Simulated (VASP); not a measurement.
Zr3PdSe4:

```xyz
8
Lattice="7.4000 0.0000 0.0000 -3.7000 6.4086 0.0000 0.0000 0.0000 3.5900" Properties=species:S:1:pos:R:3 pbc="T T T"
Zr   -1.8500    3.2043    0.0000
Zr    3.7000    0.0000    0.0000
Zr    1.8500    3.2043    0.0000
Pd    0.0000    0.0000    0.0000
Se   -1.8500    5.3405    1.7950
Se    0.0000    2.1362    1.7950
Se    3.7000    2.1362    1.7950
Se    1.8500    5.3405    1.7950
```

The cell was built by a generator and needn't be a form met in nature.

- Program: VASP 6.6.1
- Task: relaxation of cell and atoms
- Functional: PBE
- Potentials or basis: VASP PAW PBE potentials, release 64 (Zr_sv, Pd, Se)
- Cutoff: 520 eV
- k mesh: 2 × 2 × 4
- Occupations: gaussian, width 0.15 eV
- Spin: no spin polarisation

At the start: pressure -4.2 GPa; volume 21.28 Å³/atom.

Task: How do energy, volume and symmetry change on relaxing?

Result: Over 10 steps the energy falls by 40.3 meV/atom and the volume is 20.48 Å³/atom (-3.8 %); space group P-6m2 (No. 187, to 0.05 Å).

The path:
```
step  energy change (eV)  largest force (eV/Å)  pressure (GPa)  volume (Å³)
   1              0.0000                0.6745           -4.21       170.25
   2             -0.1036                0.4630            4.37       156.84
   3             -0.1515                0.5472            0.95       161.46
   4             -0.2331                0.5009            0.76       161.44
   5             -0.2719                0.2597            0.90       161.18
   6             -0.2930                0.2407            0.68       161.32
   7             -0.2935                0.2175            0.70       161.31
   8             -0.3121                0.1586           -0.66       163.89
   9             -0.3123                0.1438           -0.94       164.40
  10             -0.3226                0.0062           -0.26       163.81
```

Final structure:
```
Zr Pd Se
1.0
     7.18834    0.00000    0.00000
    -3.59417    6.22529    0.00000
     0.00000    0.00000    3.66054
Zr Pd Se
3 1 4
Direct
  0.02270 0.51135 0.00000
  0.48865 0.97730 0.00000
  0.48865 0.51135 0.00000
  0.00000 0.00000 0.00000
  0.16642 0.83358 0.50000
  0.16642 0.33283 0.50000
  0.66667 0.33333 0.50000
  0.66717 0.83358 0.50000
```

Caveat: the k mesh is coarse (spacing up to 0.49 Å⁻¹), so the values aren't converged.
